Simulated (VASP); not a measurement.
Method: PBE GGA, VASP's PBE PAW potentials (set 64) (plane waves; VASP).

Input for VASP

INCAR:
```
ALGO = Normal
EDIFF = 1E-6
ENCUT = 300
GGA = PE
ISIF = 2
ISMEAR = -1
LASPH = .TRUE.
LCHARG = .FALSE.
LMAXMIX = 6
LREAL = .FALSE.
LWAVE = .FALSE.
NELM = 100
PREC = Accurate
SIGMA = 0.1
SYSTEM = GaPt3
```

### KPOINTS
```
Automatic mesh
0
Gamma
7 7 7
0 0 0
```

### KPOINTS_OPT
```
k-points along high-symmetry lines
6
Line-mode
Reciprocal
  0.000000   0.000000   0.000000 ! GAMMA
  0.000000   0.000000   0.500000 ! X

  0.000000   0.000000   0.500000 ! X
  0.250000   0.250000   0.250000 ! P

  0.250000   0.250000   0.250000 ! P
  0.000000   0.500000   0.000000 ! N

  0.000000   0.500000   0.000000 ! N
  0.000000   0.000000   0.000000 ! GAMMA

  0.000000   0.000000   0.000000 ! GAMMA
  0.500000   0.500000  -0.500000 ! M

  0.500000   0.500000  -0.500000 ! M
  0.300388   0.699612  -0.300388 ! S

 -0.300388   0.300388   0.300388 ! S_0
  0.000000   0.000000   0.000000 ! GAMMA

  0.000000   0.000000   0.500000 ! X
 -0.100776   0.100776   0.500000 ! R

  0.500000   0.500000  -0.100776 ! G
  0.500000   0.500000  -0.500000 ! M
```

File POSCAR:
```
GaPt3
1
   -1.8156850000     1.8156850000     4.0443350000
    1.8156850000    -1.8156850000     4.0443350000
    1.8156850000     1.8156850000    -4.0443350000
Pt Ga
3 1
Direct
  0.5000000000   0.5000000000   0.0000000000
  0.7500000000   0.2500000000   0.5000000000
  0.2500000000   0.7500000000   0.5000000000
  0.0000000000   0.0000000000   0.0000000000
```

POTCAR, in this order: Pt Ga_d (PBE.64 set). Program: vasp_std.

At this cut-off the stress carries a Pulay error, which pulls relaxed volumes low. Unless said otherwise, spin-orbit coupling is left out, though it shifts the bands of the heavy elements here.

Q: What does the run give for the energy per atom (σ→0), pressure, band gap (over mesh and band path)?

A: 
- energy per atom (σ→0) = -5.263 eV/atom
- band gap (over mesh and band path) = none (metal, semimetal or under 0.01 eV)
- pressure = 47.81 GPa

OSZICAR:
```
...
DAV:   9    -0.211018469276E+02    0.21287E-02   -0.10614E-02  2271   0.114E+00    0.162E-01
DAV:  10    -0.211016696993E+02    0.17723E-03   -0.15212E-03  2670   0.473E-01    0.353E-02
DAV:  11    -0.211016652673E+02    0.44320E-05   -0.12414E-04  2808   0.133E-01    0.164E-02
DAV:  12    -0.211016646399E+02    0.62738E-06   -0.13508E-05  2190   0.345E-02    0.428E-03
DAV:  13    -0.211016646556E+02   -0.15750E-07   -0.69846E-07  1107   0.748E-03
   1 F= -.21101665E+02 E0= -.21053232E+02  d E =-.968647E-01
       N       E                     dE             ncg
       N       E                     dE             ncg
```

The structure was generated: GaPt3 was put into an ordered model structure, which need not be its known phase. The cell was not relaxed at this level. The k-mesh is coarse (spacing up to 0.35 per Å, 2π included), so the numbers may not be converged in it. The electron count is odd and the run is not spin-polarised, which forces a metal.
